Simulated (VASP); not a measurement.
Computed with SCAN meta-GGA, VASP's PBE PAW potentials (set 64) (plane waves; VASP 6.6.1).

VASP input:

### INCAR
```
# general
SYSTEM   =  Cs
PREC     =  Accurate
ENCUT    =  520
LREAL    =  .False.
LASPH    =  .True.

# electronic loop
EDIFF    =  1E-7
NELM     =  100
ALGO     =  Normal
LMAXMIX  =  4
LMIXTAU  =  .True.

# smearing
ISMEAR   =  1
SIGMA    =  0.1

# functional
METAGGA  =  SCAN

# ions
ISIF     =  2

# output
LWAVE    =  .False.
LCHARG   =  .False.
```

### KPOINTS
```
Automatic mesh
0
Gamma
8 8 8
0 0 0
```

**POSCAR**
```
Cs
1
   -3.0907957435     3.0907957435     3.0907957435
    3.0907957435    -3.0907957435     3.0907957435
    3.0907957435     3.0907957435    -3.0907957435
Cs
1
Direct
  0.0000000000   0.0000000000   1.0000000000
```

POTCAR, in this order: Cs_sv (PBE.64 set). Program: vasp_std.

Output of the run:

### OUTCAR
```
 ion  position               nearest neighbor table
   1  0.000  0.000  0.000-
  LATTYP: Found a body centered cubic cell.
 ALAT       =     6.1815914870
 Subroutine PRICEL returns:
 Original cell was already a primitive cell.
 Subroutine GETGRP returns: Found 48 space group operations
The static configuration has the point symmetry O_h .
The dynamic configuration has the point symmetry O_h .
 Subroutine INISYM returns: Found 48 space group operations
 Subroutine IBZKPT returns following result:
 Found     29 irreducible k-points:

 Following reciprocal coordinates:
            Coordinates               Weight
  0.000000  0.000000  0.000000      1.000000
  0.125000  0.000000  0.000000     12.000000
  0.250000  0.000000  0.000000     12.000000
  0.375000  0.000000  0.000000     12.000000
  0.500000  0.000000  0.000000      6.000000
  0.125000  0.125000  0.000000     24.000000
  0.250000  0.125000  0.000000     48.000000
  0.375000  0.125000 -0.000000     48.000000
  0.250000  0.250000  0.000000     24.000000
  0.375000  0.250000  0.000000     24.000000
  0.125000  0.125000  0.125000      8.000000
  0.250000  0.125000  0.125000     24.000000
  0.375000  0.125000  0.125000     12.000000
 -0.125000  0.125000  0.125000      6.000000
  0.250000  0.250000  0.125000     24.000000
 -0.250000  0.250000  0.125000     24.000000
 -0.375000  0.375000  0.125000     24.000000
 -0.250000  0.375000  0.125000     24.000000
  0.500000  0.500000  0.125000     12.000000
 -0.375000  0.500000  0.125000     48.000000
 -0.375000 -0.375000  0.125000      8.000000
  0.250000  0.250000  0.250000      2.000000
 -0.250000  0.250000  0.250000      6.000000
 -0.375000  0.375000  0.250000     24.000000
  0.500000  0.500000  0.250000     12.000000
 -0.375000  0.500000  0.250000     24.000000
 -0.375000  0.375000  0.375000      6.000000
  0.500000  0.500000  0.375000     12.000000
  0.500000  0.500000  0.500000      1.000000
   k-points           NKPTS =     29   k-points in BZ     NKDIM =     29   number of bands    NBANDS=      8
   number of dos      NEDOS =    301   number of ions     NIONS =      1
   total plane-waves  NPLWV =  64000
   dimension x,y,z NGX =    40 NGY =   40 NGZ =   40
   dimension x,y,z NGXF=    80 NGYF=   80 NGZF=   80
   ions per type =               1
   PREC   = accura    normal or accurate (medium, high low for compatibility)
   ISTART =      0    job   : 0-new  1-cont  2-samecut
   ICHARG =      2    charge: 1-file 2-atom 10-const
   ISPIN  =      1    spin polarized calculation?
   LNONCOLLINEAR =      F non collinear calculations
   LSORBIT =      F    spin-orbit coupling
   INIWAV =      1    electr: 0-lowe 1-rand  2-diag
   ENCUT  =  520.0 eV  38.22 Ry    6.18 a.u.   9.95  9.95  9.95*2*pi/ulx,y,z
   NELM   =    100;   NELMIN=  2; NELMDL= -5     # of ELM steps
   EDIFF  = 0.1E-06   stopping-criterion for ELM
   LREAL  =      F    real-space projection
   NLSPLINE    = F    spline interpolate recip. space projectors
   LMAXMIX     =    4 max onsite mixed and CHGCAR
   VOSKOWN=      0    Vosko Wilk Nusair interpolation
   EDIFFG = 0.1E-05   stopping-criterion for IOM
   NSW    =      0    number of steps for IOM
   NBLOCK =      1;   KBLOCK =      1    inner block; outer block
   IBRION =     -1    ionic relax: 0-MD 1-quasi-New 2-CG
   NFREE  =      0    steps in history (QN), initial steepest desc. (CG)
   ISIF   =      2    stress and relaxation
   ISYM   =      2    0-nonsym 1-usesym 2-fastsym
   TEIN   =    0.0    initial temperature
   TEBEG  =    0.0;   TEEND  =   0.0 temperature during run
   SMASS  =  -3.00    Nose mass-parameter (am)
   PSTRESS=    0.0 pullay stress
...
```

### OSZICAR
```
       N       E                     dE             d eps       ncg     rms          rms(c)
DAV:   1     0.176160937417E+02    0.17616E+02   -0.30884E+03   464   0.809E+02
DAV:   2    -0.351853811292E+02   -0.52801E+02   -0.52359E+02   664   0.129E+02
DAV:   3    -0.397723259882E+02   -0.45869E+01   -0.45869E+01   464   0.471E+01
DAV:   4    -0.398333982089E+02   -0.61072E-01   -0.61072E-01   832   0.671E+00
DAV:   5    -0.398334426208E+02   -0.44412E-04   -0.44412E-04   624   0.110E-01    0.205E-01
DAV:   6    -0.385147159233E+02    0.13187E+01   -0.10317E-01   464   0.380E+00    0.193E-01
DAV:   7    -0.373322650681E+02    0.11825E+01   -0.64567E-01   536   0.510E+00    0.424E-01
DAV:   8    -0.377876807888E+02   -0.45542E+00   -0.18170E-01   488   0.383E+00    0.167E-01
DAV:   9    -0.381187611175E+02   -0.33108E+00   -0.27777E-01   488   0.423E+00    0.147E-01
DAV:  10    -0.382102723991E+02   -0.91511E-01   -0.59076E-02   488   0.304E+00    0.211E-01
DAV:  11    -0.375829513892E+02    0.62732E+00   -0.16620E-01   464   0.382E+00    0.195E-01
DAV:  12    -0.377358192261E+02   -0.15287E+00   -0.18917E-01   464   0.377E+00    0.120E-01
DAV:  13    -0.377227306239E+02    0.13089E-01   -0.24169E-03   720   0.503E-01    0.108E-01
DAV:  14    -0.377730818991E+02   -0.50351E-01   -0.59209E-02   464   0.299E+00    0.370E-02
DAV:  15    -0.377804412127E+02   -0.73593E-02   -0.15191E-02   464   0.216E+00    0.199E-02
DAV:  16    -0.377768825915E+02    0.35586E-02   -0.49419E-03   464   0.129E+00    0.191E-02
DAV:  17    -0.377755597674E+02    0.13228E-02   -0.98616E-03   464   0.191E+00    0.167E-02
DAV:  18    -0.377767601968E+02   -0.12004E-02   -0.95232E-04   496   0.476E-01    0.152E-02
DAV:  19    -0.377737836912E+02    0.29765E-02   -0.47445E-03   464   0.118E+00    0.158E-02
DAV:  20    -0.377793445287E+02   -0.55608E-02   -0.10479E-02   464   0.185E+00    0.925E-03
DAV:  21    -0.377806161323E+02   -0.12716E-02   -0.68881E-04   480   0.271E-01    0.915E-03
DAV:  22    -0.377792553053E+02    0.13608E-02   -0.23443E-02   464   0.217E+00    0.113E-02
DAV:  23    -0.377792973487E+02   -0.42043E-04   -0.94422E-04   464   0.288E-01    0.943E-03
DAV:  24    -0.377793563249E+02   -0.58976E-04   -0.81041E-05   632   0.113E-01    0.101E-02
DAV:  25    -0.377793525404E+02    0.37844E-05   -0.17890E-06   696   0.153E-02    0.101E-02
DAV:  26    -0.377793896092E+02   -0.37069E-04   -0.23649E-05   528   0.684E-02    0.988E-03
DAV:  27    -0.377795444212E+02   -0.15481E-03   -0.58579E-04   472   0.306E-01    0.844E-03
DAV:  28    -0.377798088111E+02   -0.26439E-03   -0.13297E-03   464   0.398E-01    0.893E-03
DAV:  29    -0.377798001936E+02    0.86175E-05   -0.96352E-04   464   0.353E-01    0.680E-03
DAV:  30    -0.377797715130E+02    0.28681E-04   -0.57320E-04   464   0.343E-01    0.581E-03
DAV:  31    -0.377797496632E+02    0.21850E-04   -0.61350E-04   496   0.309E-01    0.666E-03
DAV:  32    -0.377797180127E+02    0.31651E-04   -0.30243E-04   464   0.237E-01    0.492E-03
DAV:  33    -0.377800353127E+02   -0.31730E-03   -0.25972E-03   464   0.580E-01    0.610E-03
DAV:  34    -0.377797881781E+02    0.24713E-03   -0.93478E-04   464   0.356E-01    0.401E-03
DAV:  35    -0.377797606211E+02    0.27557E-04   -0.43970E-04   480   0.289E-01    0.295E-03
DAV:  36    -0.377797416221E+02    0.18999E-04   -0.81473E-04   464   0.328E-01    0.372E-03
DAV:  37    -0.377797905734E+02   -0.48951E-04   -0.19826E-04   496   0.163E-01    0.461E-03
DAV:  38    -0.377798151484E+02   -0.24575E-04   -0.42095E-05   496   0.916E-02    0.510E-03
DAV:  39    -0.377798175353E+02   -0.23869E-05   -0.18029E-05   496   0.631E-02    0.521E-03
DAV:  40    -0.377798170145E+02    0.52084E-06   -0.20370E-05   480   0.693E-02    0.527E-03
DAV:  41    -0.377799331439E+02   -0.11613E-03   -0.12887E-04   480   0.145E-01    0.585E-03
DAV:  42    -0.377799901605E+02   -0.57017E-04   -0.64463E-05   480   0.117E-01    0.615E-03
DAV:  43    -0.377798961334E+02    0.94027E-04   -0.77911E-05   480   0.104E-01    0.526E-03
DAV:  44    -0.377797620648E+02    0.13407E-03   -0.18359E-04   480   0.160E-01    0.363E-03
DAV:  45    -0.377797524232E+02    0.96416E-05   -0.32973E-05   480   0.903E-02    0.335E-03
DAV:  46    -0.377797174245E+02    0.34999E-04   -0.43863E-05   480   0.837E-02    0.267E-03
DAV:  47    -0.377797111829E+02    0.62416E-05   -0.97053E-06   528   0.420E-02    0.219E-03
DAV:  48    -0.377797016606E+02    0.95223E-05   -0.16717E-05   480   0.598E-02    0.180E-03
DAV:  49    -0.377796966845E+02    0.49761E-05   -0.13579E-05   496   0.505E-02    0.146E-03
DAV:  50    -0.377796894545E+02    0.72300E-05   -0.89349E-06   512   0.381E-02    0.112E-03
DAV:  51    -0.377796768343E+02    0.12620E-04   -0.10019E-04   480   0.102E-01    0.541E-04
DAV:  52    -0.377796762543E+02    0.58000E-06   -0.99964E-06   512   0.474E-02    0.409E-04
DAV:  53    -0.377796768985E+02   -0.64417E-06   -0.80716E-06   496   0.431E-02    0.311E-04
DAV:  54    -0.377796767746E+02    0.12390E-06   -0.44811E-06   496   0.327E-02    0.267E-04
DAV:  55    -0.377796768072E+02   -0.32594E-07   -0.31958E-06   480   0.282E-02    0.255E-04
DAV:  56    -0.377796768311E+02   -0.23858E-07   -0.10417E-06   520   0.141E-02    0.219E-04
DAV:  57    -0.377796768593E+02   -0.28260E-07   -0.80847E-07   480   0.102E-02
   1 F= -.37779677E+02 E0= -.37778766E+02  d E =-.273125E-02
```

File OUTCAR:
```
------------------------ aborting loop because EDIFF is reached ----------------------------------------
  FORCE on cell =-STRESS in cart. coord.  units (eV):
  Direction    XX          YY          ZZ          XY          YZ          ZX
  --------------------------------------------------------------------------------------
  Total        0.0463393      0.0463393      0.0463393      0.0000000      0.0000000     -0.0000000
  in kB        0.6286217      0.6286217      0.6286217      0.0000000      0.0000000     -0.0000000
  external PRESSURE =       0.6286217 kB  Pullay stress =       0.0000000 kB
  volume of cell :      118.11
      direct lattice vectors                 reciprocal lattice vectors
    -3.090795744  3.090795744  3.090795744     0.000000000  0.161770638  0.161770638
     3.090795744 -3.090795744  3.090795744     0.161770638  0.000000000  0.161770638
     3.090795744  3.090795744 -3.090795744     0.161770638  0.161770638  0.000000000
 POSITION                                       TOTAL-FORCE (eV/Angst)
 -----------------------------------------------------------------------------------
      0.00000      0.00000      0.00000         0.000000     -0.000000      0.000000
 -----------------------------------------------------------------------------------
    total drift:                                0.000000      0.000000     -0.000000
  FREE ENERGIE OF THE ION-ELECTRON SYSTEM (eV)
  ---------------------------------------------------
  free  energy   TOTEN  =       -37.7796768593 eV

  energy  without entropy=      -37.7769456134  energy(sigma->0) =      -37.77876644
```
(Selected blocks of OUTCAR.)

The compound is Cs in the bcc structure. This cell is one point of a volume scan, at 0.97 of the reference volume.
